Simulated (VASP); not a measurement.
RbMg3:

```xyz
4
Lattice="4.3997 0.0000 0.0000 0.0000 4.3997 0.0000 0.0000 0.0000 4.3997" Properties=species:S:1:pos:R:3 pbc="T T T"
Rb    0.0000    0.0000    0.0000
Mg    2.1999    0.0000    2.1999
Mg    0.0000    2.1999    2.1999
Mg    2.1999    2.1999    0.0000
```

The cell was built by a generator and needn't be a form met in nature.

The cell isn't the ideal one: species swapped into the GaNi3 type (Pm-3m, No. 221).

```yaml
Program: VASP 6.6.1
Task: relaxation of cell and atoms
Functional: PBE
Potentials_or_basis: VASP PAW PBE potentials, release 64 (Rb_sv, Mg)
Cutoff: 600 eV
k_mesh: 4 × 4 × 4
Occupations: gaussian, width 0.1 eV
Spin: no spin polarisation
```

At the start: pressure 18.7 GPa; volume 21.29 Å³/atom.

Problem. Where does the relaxation end?

Solution. Over 5 steps the energy falls by 519.6 meV/atom and the volume is 34.63 Å³/atom (+62.6 %); space group Pm-3m (No. 221, to 0.05 Å).

The path:
```csv
step,energy change (eV),largest force (eV/Å),pressure (GPa),volume (Å³)
1,0.0000,0.0000,18.75,85.17
2,-1.9433,0.0000,2.79,119.72
3,-2.0599,0.0000,0.91,130.19
4,-2.0101,0.0000,-1.27,152.93
5,-2.0785,0.0000,-0.13,138.52
```

Final structure:
```
Rb Mg
1.0
     5.17417    0.00000    0.00000
     0.00000    5.17417    0.00000
     0.00000    0.00000    5.17417
Rb Mg
1 3
Direct
  0.00000 0.00000 0.00000
  0.50000 0.00000 0.50000
  0.00000 0.50000 0.50000
  0.50000 0.50000 0.00000
```

Caveat: the volume moved by over 15 % at a fixed basis, so the end points are rough.
